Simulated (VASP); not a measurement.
Input:

```yaml
crystal:
  lattice:
    - [0.00000, 3.28002, 3.28002]
    - [3.28002, 0.00000, 3.28002]
    - [3.28002, 3.28002, 0.00000]
  atoms:
    - { symbol: Te, position: [0.50000, 0.50000, 0.50000] }
    - { symbol: Pb, position: [0.00000, 0.00000, 0.00000] }
```

Method: PBE GGA, VASP's PBE PAW potentials (set 64) (plane waves; VASP). Settings: PREC = Normal, EDIFF = 1E-5, 400 eV cut-off, 8×8×8 Γ-centred mesh, Gaussian smearing of 0.050 eV, potentials Te Pb.

Unless said otherwise, spin-orbit coupling is left out, though it shifts the bands of the heavy elements here.

Estimate the energy per atom (σ→0), band gap (on the k-mesh) with the smallest direct gap where there is one.

```
Item                                          Value
-----------------------------------  --------------
band gap (on the k-mesh)                    0.83 eV
smallest direct gap (on the k-mesh)         0.83 eV
energy per atom (σ→0)                -3.769 eV/atom
```

Only differences to runs with the same potentials and settings are physical.

The compound is PbTe in the rock salt structure. It was relaxed first.
